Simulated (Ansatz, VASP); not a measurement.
# One calculation of Li2HfN2, two programs

```xyz
5
Lattice="3.2371 0.0000 0.0000 -1.6186 2.8034 0.0000 0.0000 0.0000 5.4236" Properties=species:S:1:pos:R:3 pbc="T T T"
Li    1.6186    0.9345    2.0761
Li    0.0000    1.8690    3.3475
Hf    0.0000    0.0000    0.0000
N     1.6186    0.9345    4.2271
N     0.0000    1.8690    1.1965
```

The cell comes from a database or a generator and needn't be the stable form of this composition.

Alike in both runs: task single point; functional LDA; k mesh 9 × 9 × 6; occupations gaussian, width 0.05 eV; no spin polarisation.

|  | VASP | Ansatz |
| --- | --- | --- |
| version | VASP 6.6.1 | Ansatz 0.2.0 |
| potentials or method | VASP PAW LDA potentials, release 64 (Li_sv, Hf_pv, N) | scalar-relativistic, plane waves, PAW |
| plane-wave cutoff (eV) | 520 | 420 |
| valence electrons in the cell | 26 | 42 |

```tsv
	VASP	Ansatz	Ansatz less VASP
gap on the k mesh at the Fermi level (eV)	1.83	1.79	-0.044
least direct gap on the mesh (eV)	2.65	2.64	-0.017
rms of the force components (eV/Å)	0.067	0.042	-0.0248
```

Atom by atom the forces differ by 0.033 eV/Å (rms over components). The two sets of potentials don't hold the same shells in valence.

Caveats: spin-orbit coupling is left out, which moves the levels of the heavy elements; an odd mesh through Γ misses points on the zone boundary, where band edges often lie.
